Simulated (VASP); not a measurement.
Calculation: r2SCAN meta-GGA, VASP's PBE PAW potentials (set 64) (plane waves; VASP).

The input files of a VASP run:

KPOINTS:
```
Automatic mesh
0
Gamma
5 5 5
0 0 0
```

### POSCAR
```
BaZrO3
1.0
  4.2139471117   0.0000000000   0.0000000000
  0.0000000000   4.2139471117   0.0000000000
  0.0000000000   0.0000000000   4.2139471117
Ba Zr O
1 1 3
Direct
  0.0000000000   0.0000000000   0.0000000000
  0.5000000000   0.5000000000   0.5000000000
  0.5000000000   0.0000000000   0.5000000000
  0.0000000000   0.5000000000   0.5000000000
  0.5000000000   0.5000000000   0.0000000000
```

### INCAR
```
SYSTEM = BaZrO3
PREC = Accurate; ENCUT = 520; LREAL = F
LASPH = T
EDIFF = 1E-8; NELM = 100; ALGO = Normal
LMAXMIX = 4; LMIXTAU = T
ISMEAR = 0; SIGMA = 0.05
METAGGA = R2SCAN
IBRION = 1; NSW = 30; ISIF = 2
EDIFFG = -0.001
LWAVE = F; LCHARG = F
```

POTCAR, in this order: Ba_sv Zr_sv O (PBE.64 set). Program: vasp_std.

Output

File OUTCAR:
```
 ion  position               nearest neighbor table
   1  0.000  0.000  0.000-   3 2.98   4 2.98   5 2.98   3 2.98   4 2.98   4 2.98   5 2.98   4 2.98
                             3 2.98   5 2.98   3 2.98   5 2.98   2 3.65   2 3.65   2 3.65   2 3.65
   2  0.500  0.500  0.500-   3 2.11   4 2.11   5 2.11   5 2.11   3 2.11   4 2.11   1 3.65   1 3.65
                             1 3.65   1 3.65   1 3.65   1 3.65   1 3.65   1 3.65
   3  0.500  0.000  0.500-   2 2.11   2 2.11   1 2.98   1 2.98   1 2.98   1 2.98
   4  0.000  0.500  0.500-   2 2.11   2 2.11   1 2.98   1 2.98   1 2.98   1 2.98
   5  0.500  0.500  0.000-   2 2.11   2 2.11   1 2.98   1 2.98   1 2.98   1 2.98
  LATTYP: Found a simple cubic cell.
 ALAT       =     4.2139471117
 Subroutine PRICEL returns:
 Original cell was already a primitive cell.
 Subroutine GETGRP returns: Found 48 space group operations
The static configuration has the point symmetry O_h .
The dynamic configuration has the point symmetry O_h .
 Subroutine INISYM returns: Found 48 space group operations
 Subroutine IBZKPT returns following result:
 Found     10 irreducible k-points:

 Following reciprocal coordinates:
            Coordinates               Weight
  0.000000  0.000000  0.000000      1.000000
  0.200000  0.000000  0.000000      6.000000
  0.400000  0.000000  0.000000      6.000000
  0.200000  0.200000  0.000000     12.000000
...
```

File OSZICAR:
```
       N       E                     dE             d eps       ncg     rms          rms(c)
DAV:   1     0.276232588065E+03    0.27623E+03   -0.23004E+04   480   0.168E+03
DAV:   2    -0.856157767006E+02   -0.36185E+03   -0.35574E+03   648   0.399E+02
DAV:   3    -0.106800546411E+03   -0.21185E+02   -0.21169E+02   840   0.944E+01
DAV:   4    -0.107233362112E+03   -0.43282E+00   -0.43265E+00   704   0.113E+01
DAV:   5    -0.107247294708E+03   -0.13933E-01   -0.13932E-01   696   0.130E+00    0.303E+01
DAV:   6    -0.867205308797E+02    0.20527E+02   -0.29790E+01   640   0.401E+01    0.115E+01
DAV:   7    -0.840963573290E+02    0.26242E+01   -0.26188E+00   648   0.132E+01    0.451E+00
DAV:   8    -0.885760127353E+02   -0.44797E+01   -0.15346E+00   576   0.111E+01    0.202E+00
DAV:   9    -0.846358250285E+02    0.39402E+01   -0.10460E+00   488   0.832E+00    0.566E-01
DAV:  10    -0.848648486021E+02   -0.22902E+00   -0.16873E-01   616   0.324E+00    0.605E-01
DAV:  11    -0.848607138631E+02    0.41347E-02   -0.55236E-03   728   0.441E-01    0.653E-01
DAV:  12    -0.849898744705E+02   -0.12916E+00   -0.31085E-02   512   0.134E+00    0.291E-01
DAV:  13    -0.850988201207E+02   -0.10895E+00   -0.64933E-02   488   0.257E+00    0.235E-01
DAV:  14    -0.850989200143E+02   -0.99894E-04   -0.14965E-03   760   0.240E-01    0.204E-01
DAV:  15    -0.850998950614E+02   -0.97505E-03   -0.29210E-04   584   0.185E-01    0.232E-01
DAV:  16    -0.851044543494E+02   -0.45593E-02   -0.40615E-03   528   0.525E-01    0.200E-01
DAV:  17    -0.851054946022E+02   -0.10403E-02   -0.22797E-03   680   0.384E-01    0.467E-01
DAV:  18    -0.851083331131E+02   -0.28385E-02   -0.12945E-03   568   0.361E-01    0.562E-01
DAV:  19    -0.851085904990E+02   -0.25739E-03   -0.44693E-04   624   0.189E-01    0.648E-01
DAV:  20    -0.851084074273E+02    0.18307E-03   -0.14074E-05   664   0.295E-02    0.638E-01
DAV:  21    -0.851080577336E+02    0.34969E-03   -0.68942E-05   600   0.601E-02    0.596E-01
DAV:  22    -0.851075107952E+02    0.54694E-03   -0.15804E-04   592   0.825E-02    0.512E-01
DAV:  23    -0.851065507936E+02    0.96000E-03   -0.31322E-03   600   0.382E-01    0.210E-01
DAV:  24    -0.851063981438E+02    0.15265E-03   -0.46569E-04   688   0.135E-01    0.169E-01
DAV:  25    -0.851064106113E+02   -0.12467E-04   -0.41160E-04   568   0.160E-01    0.197E-01
DAV:  26    -0.851064053940E+02    0.52173E-05   -0.14599E-04   664   0.109E-01    0.992E-02
DAV:  27    -0.851063479568E+02    0.57437E-04   -0.98492E-05   752   0.771E-02    0.304E-02
DAV:  28    -0.851063632473E+02   -0.15291E-04   -0.12489E-05   592   0.303E-02    0.253E-02
DAV:  29    -0.851063768070E+02   -0.13560E-04   -0.13557E-05   696   0.260E-02    0.119E-02
DAV:  30    -0.851063803586E+02   -0.35516E-05   -0.30969E-06   592   0.158E-02    0.948E-03
DAV:  31    -0.851063796054E+02    0.75321E-06   -0.49767E-07   752   0.760E-03    0.101E-02
DAV:  32    -0.851063800777E+02   -0.47230E-06   -0.13213E-06   536   0.103E-02    0.394E-03
DAV:  33    -0.851063802086E+02   -0.13097E-06   -0.28886E-07   568   0.404E-03    0.222E-03
DAV:  34    -0.851063801956E+02    0.13025E-07   -0.72755E-08   752   0.180E-03    0.928E-04
DAV:  35    -0.851063802467E+02   -0.51080E-07   -0.27064E-08   456   0.128E-03    0.406E-04
DAV:  36    -0.851063802515E+02   -0.48262E-08   -0.62837E-09   312   0.591E-04
   1 F= -.85106380E+02 E0= -.85106380E+02  d E =-.851064E+02
```

File OUTCAR:
```
------------------------ aborting loop because EDIFF is reached ----------------------------------------
  FORCE on cell =-STRESS in cart. coord.  units (eV):
  Direction    XX          YY          ZZ          XY          YZ          ZX
  --------------------------------------------------------------------------------------
  Total       -0.0044733     -0.0044733     -0.0044733      0.0000000      0.0000000     -0.0000000
  in kB       -0.0957782     -0.0957782     -0.0957782      0.0000000      0.0000000     -0.0000000
  external PRESSURE =      -0.0957782 kB  Pullay stress =       0.0000000 kB
  volume of cell :       74.83
      direct lattice vectors                 reciprocal lattice vectors
     4.213947112  0.000000000  0.000000000     0.237307202  0.000000000  0.000000000
     0.000000000  4.213947112  0.000000000     0.000000000  0.237307202  0.000000000
     0.000000000  0.000000000  4.213947112     0.000000000  0.000000000  0.237307202
 POSITION                                       TOTAL-FORCE (eV/Angst)
 -----------------------------------------------------------------------------------
      0.00000      0.00000      0.00000         0.000000      0.000000      0.000000
      2.10697      2.10697      2.10697         0.000000      0.000000      0.000000
      2.10697      0.00000      2.10697         0.000000      0.000000      0.000000
      0.00000      2.10697      2.10697         0.000000      0.000000      0.000000
      2.10697      2.10697      0.00000         0.000000      0.000000      0.000000
 -----------------------------------------------------------------------------------
    total drift:                                0.000000     -0.000000     -0.000000
  FREE ENERGIE OF THE ION-ELECTRON SYSTEM (eV)
  ---------------------------------------------------
  free  energy   TOTEN  =       -85.1063802515 eV

  energy  without entropy=      -85.1063802515  energy(sigma->0) =      -85.10638025

 reached required accuracy - stopping structural energy minimisation
```
(Selected blocks of OUTCAR.)

The compound is BaZrO3 in the cubic perovskite structure. It was relaxed first. The start is the result of an earlier pass.
